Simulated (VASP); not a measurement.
Elastic constants (GPa) of a crystal from PBEsol GGA, VASP's PBE PAW potentials (set 64) in VASP:

```csv
,xx,yy,zz,yz,xz,xy
xx,347.4,120.3,166.8,0.0,0.0,0.0
yy,120.3,347.4,166.8,0.0,0.0,0.0
zz,166.8,166.8,252.2,0.0,0.0,0.0
yz,0.0,0.0,0.0,91.6,0.0,0.0
xz,0.0,0.0,0.0,0.0,91.6,0.0
xy,0.0,0.0,0.0,0.0,0.0,60.2
```

Finite-difference elastic constants of metals are sensitive to mesh and smearing; shear constants can be off by tens of GPa.

Question: Work out the Voigt, Reuss and Hill moduli, Young's modulus and Poisson's ratio.

Answer: All eigenvalues are positive (smallest 60.2 GPa), so the crystal is stable. K_V = (C11+C22+C33+2(C12+C13+C23))/9 = (947.0 + 2×453.9)/9 = 206.1 GPa; G_V = (947.0 − 453.9 + 3×243.4)/15 = 81.6 GPa. From the compliances, K_R = 204.4 GPa and G_R = 74.5 GPa. Hill: K = 205.2 GPa, G = 78.0 GPa, E = 9KG/(3K+G) = 207.8 GPa, ν = (3K−2G)/(2(3K+G)) = 0.331. K/G = 2.63, above Pugh's 1.75; universal anisotropy A^U = 0.48.

Question: With a density of 15.49 g/cm³, what are the mean sound speeds?

Answer: v_l = √((K+4G/3)/ρ) = 4.47 km/s and v_t = √(G/ρ) = 2.24 km/s. The crystal is ZnPt (space group P4/mmm), tetragonal.

The structure comes from a measured ZnPt entry (P4/mmm) of the Crystallography Open Database, whose conditions weren't checked. It was relaxed first.
